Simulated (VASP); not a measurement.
## Dielectric constant against band gap in diamond and zinc-blende semiconductors

PBEsol in VASP (plane waves, PAW), each solid at its own relaxed cell. ε∞ is the mean of the electronic tensor's diagonal from perturbation theory; gaps are the smallest, direct or not, over mesh and path, without spin-orbit coupling.

Here Eg stands for gap and y for ln ε∞.

```csv
solid,gap (eV),ln ε∞,cut-off (eV)
BP,1.11,2.235,520
AlP,1.45,2.120,400
BeTe,1.83,2.022,400
BeSe,2.46,1.816,400
BeS,2.91,1.687,400
C,4.03,1.771,520
BN,4.28,?,520
```

The 6 complete rows are fitted with a straight line in ln Eg, y against Eg. With u = ln Eg - 0.7, the rows have u = -0.5956, -0.3284, -0.0957, 0.2002, 0.3682, 0.6938. Means: u 0.040417, y 1.9418. About the means, the sum of products is -0.47834 and the sum of squares of u is 1.1190; the slope is their ratio. Least squares gives y = 1.9591 - 0.42749·u. Residuals (row less fit): 0.0213, 0.0205, 0.0220, -0.0575, -0.1147, 0.1085; standard error 0.0860 (degrees of freedom: 4). The slope is -0.427 with a standard error of 0.081. So ε∞ goes as the gap to the power -0.43 over these rows; such a law is empirical and holds within one kind of bonding.

Problem. What does the fit predict for y at Eg = 4.28, and how far is the calculated value from it?

Solution. u = 0.7540, so y = 1.9591 - 0.42749 × 0.7540 = 1.6368. The calculation gives 1.533, 0.1038 below the prediction (14.8 % of the range of y in the table). The row lies outside the fitted rows, so this is an extrapolation. From the scatter of the fitted rows alone, a prediction at this place has a standard error of 0.1095, so the miss is 0.9 times that.

The run's ε∞ for BN is 4.63. Spin-orbit coupling is left out, which can shift this property for BeTe, BeSe. The rows are a random draw from the solids of this series computed here; series whose standard error about the line passes 12 to 30 % of the range of y, or with no trend, aren't shown in this form.
